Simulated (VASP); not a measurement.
```yaml
crystal:
  lattice:
    - [0.00000, 3.07027, 3.07027]
    - [3.07027, 0.00000, 3.07027]
    - [3.07027, 3.07027, 0.00000]
  atoms:
    - { symbol: Cd, position: [0.00000, 0.00000, 0.00000] }
    - { symbol: Se, position: [0.75000, 0.75000, 0.75000] }
```

The numbers are results of PBE GGA, VASP's PBE PAW potentials (set 64) (plane waves; VASP), not measurements. Settings: PREC = Normal, 500 eV cut-off, 4×4×4 Γ-centred mesh, Gaussian smearing of 0.010 eV, potentials Cd_sv_GW Se_GW.

Task: Predict the energy per atom (σ→0), band gap (on the k-mesh) with the smallest direct gap where there is one.

Result: 
```yaml
band gap (on the k-mesh): 0.53 eV
smallest direct gap (on the k-mesh): 0.53 eV
energy per atom (σ→0): -2.754 eV/atom
```

The structure comes from a computed database's CdSe entry (F-43m); how it stands against other phases isn't given here. The cell was not relaxed at this level. The k-mesh is coarse (spacing up to 0.44 per Å, 2π included), so the numbers may not be converged in it.
